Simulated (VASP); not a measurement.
VASP input:

**INCAR**
```
LWAVE  =  .FALSE.
LCHARG  =  .TRUE.
ENCUT  =  520   ! plane-wave cut-off (eV)
ALGO  =  Normal   ! blocked Davidson
PREC  =  Accurate
ISIF  =  2   ! forces and stress, cell fixed
LORBIT  =  11
ISMEAR  =  -5
NEDOS  =  601   ! DOS grid
EDIFF  =  1E-7   ! SCF stop (eV)
NELM  =  100   ! most electronic steps
LMAXMIX  =  4   ! l cut-off of mixed one-centre charges
LREAL  =  .FALSE.   ! projection in real space or not
SYSTEM  =  ZrN
LASPH  =  .TRUE.   ! aspherical one-centre terms
```

**POSCAR**
```
ZrN
1
    0.0000000000     2.2642074123     2.2642074123
    2.2642074123     0.0000000000     2.2642074123
    2.2642074123     2.2642074123     0.0000000000
Zr N
1 1
Direct
  0.0000000000   0.0000000000   0.0000000000
  0.5000000000   0.5000000000   0.5000000000
```

KPOINTS:
```
Automatic mesh
0
Gamma
16 16 16
0 0 0
```

POTCAR, in this order: Zr_sv N (LDA.64 set). Program: vasp_std.

Q: Write an equivalent input for Quantum ESPRESSO's pw.x.

A: One equivalent input (not run):
```
&CONTROL
  calculation = 'scf'
  pseudo_dir = './pseudo'
  outdir = './out'
  tprnfor = .true.
  tstress = .true.
/
&SYSTEM
  ibrav = 0
  nat = 2
  ntyp = 2
  ecutwfc = 84
  occupations = 'tetrahedra'
  input_dft = 'pz'
/
&ELECTRONS
  conv_thr = 7.3e-09
  electron_maxstep = 100
/
ATOMIC_SPECIES
  Zr 91.224 Zr.upf
  N 14.007 N.upf
CELL_PARAMETERS angstrom
     0.0000000    2.2642074    2.2642074
     2.2642074    0.0000000    2.2642074
     2.2642074    2.2642074    0.0000000
ATOMIC_POSITIONS crystal
  Zr   0.0000000  0.0000000  0.0000000
  N    0.5000000  0.5000000  0.5000000
K_POINTS automatic
  16 16 16 0 0 0
```
Limits of the translation: the potentials are each code's own (VASP's PAW set, PseudoDojo norm-conserving files in pw.x), so ENCUT and ecutwfc are chosen apart and not converted; conv_thr bounds pw.x's estimated SCF error, while EDIFF bounds the energy change between steps.

The compound is ZrN in the rock salt structure. It was relaxed first.
